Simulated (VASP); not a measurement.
Method: revPBE GGA, VASP's PBE PAW potentials (set 64) (plane waves; VASP).

Input for VASP

### INCAR
```
# general
SYSTEM  = ZrB2
PREC    = Accurate
ENCUT   = 520
LREAL   = .False.
LASPH   = .True.

# electronic loop
EDIFF   = 1E-7
NELM    = 100
ALGO    = Normal
LMAXMIX = 4

# smearing
ISMEAR  = -5

# functional
GGA     = RE

# ions
ISIF    = 2

# output
LWAVE   = .False.
LCHARG  = .True.
LORBIT  = 11
NEDOS   = 601

# other
LEFG    = .True.
```

### POSCAR
```
ZrB2
1
    1.5907645997    -2.7552855847     0.0000000000
    1.5907645997     2.7552855847    -0.0000000000
   -0.0000000000    -0.0000000000     3.5603110849
Zr B
1 2
Direct
  0.0000000000   0.0000000000   0.0000000000
  0.3333330000   0.6666670000   0.5000000000
  0.6666670000   0.3333330000   0.5000000000
```

**KPOINTS**
```
Automatic mesh
0
Gamma
12 12 10
0 0 0
```

POTCAR, in this order: Zr_sv B (PBE.64 set). Program: vasp_std.

The run wrote:

OSZICAR:
```
       N       E                     dE             d eps       ncg     rms          rms(c)
DAV:   1     0.112131051662E+03    0.11213E+03   -0.99613E+03  2964   0.138E+03
DAV:   2    -0.210735037179E+02   -0.13320E+03   -0.12935E+03  3497   0.334E+02
DAV:   3    -0.266020294695E+02   -0.55285E+01   -0.54968E+01  4857   0.597E+01
DAV:   4    -0.267014462787E+02   -0.99417E-01   -0.99413E-01  3811   0.769E+00
DAV:   5    -0.267035033756E+02   -0.20571E-02   -0.20580E-02  4609   0.869E-01    0.208E+01
DAV:   6    -0.241507933929E+02    0.25527E+01   -0.74475E+00  3594   0.194E+01    0.832E+00
DAV:   7    -0.241188576030E+02    0.31936E-01   -0.87345E-01  4554   0.615E+00    0.288E+00
DAV:   8    -0.241215537324E+02   -0.26961E-02   -0.95030E-02  3635   0.286E+00    0.802E-01
DAV:   9    -0.241181989698E+02    0.33548E-02   -0.17940E-02  3804   0.111E+00    0.149E-01
DAV:  10    -0.241182203883E+02   -0.21419E-04   -0.98767E-04  3786   0.298E-01    0.396E-02
DAV:  11    -0.241182305091E+02   -0.10121E-04   -0.35139E-05  3916   0.718E-02    0.131E-02
DAV:  12    -0.241182338762E+02   -0.33671E-05   -0.22895E-06  3774   0.160E-02    0.384E-03
DAV:  13    -0.241182353621E+02   -0.14858E-05   -0.30411E-07  3581   0.466E-03    0.107E-03
DAV:  14    -0.241182351057E+02    0.25637E-06   -0.19471E-08  1887   0.144E-03    0.333E-04
DAV:  15    -0.241182351035E+02    0.22267E-08   -0.25006E-09  1832   0.517E-04
   1 F= -.24118235E+02 E0= -.24118235E+02  d E =0.000000E+00
```

**OUTCAR**
```
------------------------ aborting loop because EDIFF is reached ----------------------------------------
  FORCE on cell =-STRESS in cart. coord.  units (eV):
  Direction    XX          YY          ZZ          XY          YZ          ZX
  --------------------------------------------------------------------------------------
  Total        0.0717167      0.0717167     -0.1273268     -0.0000000     -0.0000000      0.0000000
  in kB        3.6816312      3.6816325     -6.5364194     -0.0000000     -0.0000000      0.0000000
  external PRESSURE =       0.2756148 kB  Pullay stress =       0.0000000 kB
  volume of cell :       31.21
      direct lattice vectors                 reciprocal lattice vectors
     1.590764600 -2.755285585  0.000000000     0.314314261 -0.181469392  0.000000000
     1.590764600  2.755285585  0.000000000     0.314314261  0.181469392  0.000000000
     0.000000000  0.000000000  3.560311085     0.000000000  0.000000000  0.280874333
 POSITION                                       TOTAL-FORCE (eV/Angst)
 -----------------------------------------------------------------------------------
      0.00000      0.00000      0.00000        -0.000000      0.000000      0.000000
      1.59076      0.91843      1.78016         0.000000     -0.000000      0.000000
      1.59076     -0.91843      1.78016        -0.000000      0.000000     -0.000000
 -----------------------------------------------------------------------------------
    total drift:                                0.000000     -0.000000      0.000000
  FREE ENERGIE OF THE ION-ELECTRON SYSTEM (eV)
  ---------------------------------------------------
  free  energy   TOTEN  =       -24.1182351035 eV

  energy  without entropy=      -24.1182351035  energy(sigma->0) =      -24.11823510

 total charge

# of ion       s       p       d       tot
------------------------------------------
    1        2.164   6.027   1.748   9.940
    2        0.666   1.226   0.000   1.891
    3        0.666   1.226   0.000   1.891
--------------------------------------------------
tot          3.496   8.478   1.748  13.723

 Electric field gradients after diagonalization (V/A^2)
 (convention: |V_zz| > |V_xx| > |V_yy|)
----------------------------------------------------------------------
 ion       V_xx      V_yy      V_zz     asymmetry (V_yy - V_xx)/ V_zz
----------------------------------------------------------------------
   1     -20.952   -20.949    41.901       0.000
   2      -1.022    -1.022     2.044       0.000
   3      -1.022    -1.022     2.044       0.000
```
(Selected blocks of OUTCAR.)

For a metal the tetrahedron method with Blöchl corrections gives inexact stress and forces.

The compound is ZrB2 in the AlB2 type structure. It was relaxed first.
